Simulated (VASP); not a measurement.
Cl2SiH2, 5 atoms in the cell. The cell holds a molecule in a box, 5 atoms: a = 12.000 Å, b = 12.000 Å, c = 12.000 Å, α = 90.00°, β = 90.00°, γ = 90.00°. 

```yaml
Program: VASP 6.6.1
Task: relaxation of the atoms
Functional: PBE
Potentials_or_basis: VASP PAW PBE potentials, release 64 (Cl, Si, H)
Cutoff: 520 eV
k_mesh: 1 × 1 × 1
Occupations: gaussian, width 0.01 eV
Spin: no spin polarisation
Further_INCAR_settings: ALGO = Normal; EDIFF = 1e-06; IBRION = 2; EDIFFG = -0.02; NSW = 60
```

Potentials or basis: VASP PAW PBE potentials, release 64 (Cl, Si, H).

The run is started by

```bash
$ cat potpaw_PBE.64/Cl/POTCAR potpaw_PBE.64/Si/POTCAR potpaw_PBE.64/H/POTCAR > POTCAR
$ mpirun -np 1 vasp_gam > vasp.out
```

Hardware: 1 thread of Intel(R) Xeon(R) 6975P-C (Granite Rapids), on a shared host.

How long does it take, and how much memory?

It took 2.6 min on 1 thread of Intel(R) Xeon(R) 6975P-C (Granite Rapids), on a shared host, peak memory 1.4 GiB. Counts: scf iterations 40, k points 1, ion steps 5.
